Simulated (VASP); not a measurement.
These are PBEsol GGA, VASP's PBE PAW potentials (set 64) (plane waves; VASP) values and carry that method's errors.

VASP input:

File POSCAR:
```
AuZn
1
    3.1500500000     0.0000000000     0.0000000000
    0.0000000000     3.1500500000     0.0000000000
    0.0000000000     0.0000000000    21.0251000000
Zn Au
4 4
Direct
  0.5419200000   0.5313650000   0.2411740000
  0.4849320000   0.4731390000   0.3850860000
  0.5001000000   0.5132440000   0.5382170000
  0.5241050000   0.4830220000   0.6852590000
 -0.0291850000  -0.0239640000   0.3165370000
 -0.0376960000   0.0242960000   0.4658540000
 -0.0004630000  -0.0009640000   0.6092900000
  0.0162870000  -0.0001390000   0.7585820000
```

### KPOINTS
```
Regular mesh
0
G
  5 5 1
```

### INCAR
```
LCHARG  =  .FALSE.
DIPOL  =  0.5 0.5 0.5
SYSTEM  =  AuZn
ISIF  =  2   # forces and stress, cell fixed
LREAL  =  .FALSE.
GGA  =  PS   # PBEsol
LWAVE  =  .FALSE.
NELM  =  100
ENCUT  =  300   # plane-wave cut-off (eV)
ISMEAR  =  -1   # Fermi-Dirac
IDIPOL  =  3
LDIPOL  =  .TRUE.
EDIFF  =  1E-6   # SCF stop (eV)
SIGMA  =  0.2   # width (eV)
LASPH  =  .TRUE.   # aspherical one-centre terms
ALGO  =  Normal
PREC  =  Accurate
LMAXMIX  =  6   # l cut-off of mixed one-centre charges
```

POTCAR, in this order: Zn Au (PBE.64 set). Program: vasp_std.

What VASP printed:

File OSZICAR:
```
       N       E                     dE             d eps       ncg     rms          rms(c)
DAV:   1     0.626830114750E+03    0.62683E+03   -0.32205E+04  1486   0.133E+03
DAV:   2     0.401929668839E+02   -0.58664E+03   -0.55583E+03  1490   0.358E+02
DAV:   3    -0.224801519609E+02   -0.62673E+02   -0.60703E+02  1558   0.125E+02
DAV:   4    -0.242077043816E+02   -0.17276E+01   -0.17187E+01  1599   0.225E+01
DAV:   5    -0.242358686290E+02   -0.28164E-01   -0.28159E-01  1881   0.219E+00    0.166E+01
DAV:   6    -0.228310365650E+02    0.14048E+01   -0.12790E+01  1964   0.392E+01    0.117E+01
DAV:   7    -0.371497037555E+02   -0.14319E+02   -0.81589E+01  2243   0.124E+02    0.184E+01
DAV:   8    -0.220654126634E+02    0.15084E+02   -0.68195E+01  2365   0.684E+01    0.456E+00
DAV:   9    -0.223031536940E+02   -0.23774E+00   -0.51763E+00  1875   0.245E+01    0.192E+00
DAV:  10    -0.221037272935E+02    0.19943E+00   -0.29175E+00  1846   0.183E+01    0.119E+00
DAV:  11    -0.220978821230E+02    0.58452E-02   -0.21875E-01  1552   0.405E+00    0.734E-01
DAV:  12    -0.220944656570E+02    0.34165E-02   -0.54607E-02  1737   0.255E+00    0.536E-01
DAV:  13    -0.220942282204E+02    0.23744E-03   -0.74225E-03  1716   0.114E+00    0.345E-01
DAV:  14    -0.220940912420E+02    0.13698E-03   -0.29122E-03  1754   0.651E-01    0.199E-01
DAV:  15    -0.220934750351E+02    0.61621E-03   -0.23277E-03  1654   0.740E-01    0.111E-01
DAV:  16    -0.220933766576E+02    0.98377E-04   -0.10125E-03  1587   0.321E-01    0.773E-02
DAV:  17    -0.220933849305E+02   -0.82728E-05   -0.20999E-04  1583   0.968E-02    0.610E-02
DAV:  18    -0.220933471486E+02    0.37782E-04   -0.10517E-04  1744   0.124E-01    0.215E-02
DAV:  19    -0.220933393285E+02    0.78201E-05   -0.28616E-05  1705   0.111E-01    0.729E-03
DAV:  20    -0.220933417026E+02   -0.23741E-05   -0.10872E-05  1521   0.208E-02    0.650E-03
DAV:  21    -0.220933520446E+02   -0.10342E-04   -0.55092E-06  1282   0.533E-02    0.303E-03
DAV:  22    -0.220933629836E+02   -0.10939E-04   -0.28053E-06  1045   0.141E-02    0.265E-03
DAV:  23    -0.220933709724E+02   -0.79889E-05   -0.21496E-06  1052   0.236E-02    0.292E-03
DAV:  24    -0.220933765562E+02   -0.55838E-05   -0.86117E-07  1015   0.102E-02    0.168E-03
DAV:  25    -0.220933784860E+02   -0.19298E-05   -0.27741E-07   965   0.317E-03    0.154E-03
DAV:  26    -0.220933795606E+02   -0.10746E-05   -0.22928E-07   930   0.581E-03    0.567E-04
DAV:  27    -0.220933799076E+02   -0.34696E-06   -0.83666E-08   958   0.284E-03
   1 F= -.22093380E+02 E0= -.21939367E+02  d E =-.308027E+00
```

**OUTCAR**
```
------------------------ aborting loop because EDIFF is reached ----------------------------------------
  FORCE on cell =-STRESS in cart. coord.  units (eV):
  Direction    XX          YY          ZZ          XY          YZ          ZX
  --------------------------------------------------------------------------------------
  Total       -2.8824090     -2.7662079     -1.5999465      0.2121466      0.6166666      0.0685674
  in kB      -22.1356980    -21.2433221    -12.2869210      1.6291977      4.7357420      0.5265690
  external PRESSURE =     -18.5553137 kB  Pullay stress =       0.0000000 kB
  volume of cell :      208.63
      direct lattice vectors                 reciprocal lattice vectors
     3.150050000  0.000000000  0.000000000     0.317455278  0.000000000  0.000000000
     0.000000000  3.150050000  0.000000000     0.000000000  0.317455278  0.000000000
     0.000000000  0.000000000 21.025100000     0.000000000  0.000000000  0.047562199
 POSITION                                       TOTAL-FORCE (eV/Angst)
 -----------------------------------------------------------------------------------
      1.70708      1.67383      5.07071        -0.392138     -0.330835      0.222981
      1.52756      1.49041      8.09647        -0.195059      0.184824      0.477654
      1.57534      1.61674     11.31607        -0.248590     -0.037042     -0.064289
      1.65096      1.52154     14.40764        -0.185640      0.181934      0.397334
      3.05812      3.07456      6.65522         0.524855      0.272310     -0.444007
      3.03131      0.07653      9.79463         0.305820     -0.172082     -0.262560
      3.14859      3.14701     12.81038         0.136929     -0.011599      0.153557
      0.05130      3.14961     15.94926         0.053824     -0.087510     -0.480671
 -----------------------------------------------------------------------------------
    total drift:                               -0.006168      0.006641      0.002073
  FREE ENERGIE OF THE ION-ELECTRON SYSTEM (eV)
  ---------------------------------------------------
  free  energy   TOTEN  =       -22.0933799076 eV

  energy  without entropy=      -21.7853533443  energy(sigma->0) =      -21.93936663
```
(Selected blocks of OUTCAR.)

At this cut-off the stress carries a Pulay error, which pulls relaxed volumes low. The cell holds a wide vacuum, so values per volume refer to the whole cell.

The cell is a sheet with vacuum, built from a database entry that may be metastable or hypothetical.
